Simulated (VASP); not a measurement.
Consider the following.

```yaml
crystal:
  lattice:
    - [0.00000, 2.74792, 2.74792]
    - [2.74792, 0.00000, 2.74792]
    - [2.74792, 2.74792, 0.00000]
  atoms:
    - { symbol: Ga, position: [0.00000, 0.00000, 0.00000] }
    - { symbol: As, position: [0.25000, 0.25000, 0.25000] }
```

Method: LDA (Ceperley-Alder, Perdew-Zunger), VASP's LDA PAW potentials (set 64) (plane waves; VASP). Numerical set-up: 520 eV cut-off, 8×8×8 Γ-centred mesh, Gaussian smearing of 0.050 eV, potentials Ga_d As.

Problem. Give the stress tensor in GPa (positive for a compressed cell).

Solution. 
```
5.34  0.00  0.00
0.00  5.34  0.00
0.00  0.00  5.34
```
The pressure is its mean diagonal, 5.34 GPa.

The compound is GaAs in the zinc blende structure. This cell is one point of a volume scan, at 0.94 of the reference volume.
